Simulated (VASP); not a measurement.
These are LDA (Ceperley-Alder, Perdew-Zunger), VASP's LDA PAW potentials (set 64) (plane waves; VASP) values and carry that method's errors.

Gaps are without spin-orbit coupling.

### Question
Order these relaxed crystals by band gap, smallest first: TlBr, Cmcm (63); AlAs, F-43m (216); Rb2Te, Fm-3m (225); Ag2S, P2_1/m (11).

### Answer
Ag2S, P2_1/m (11) (0.64 eV), AlAs, F-43m (216) (1.32 eV), TlBr, Cmcm (63) (1.62 eV), Rb2Te, Fm-3m (225) (1.81 eV)
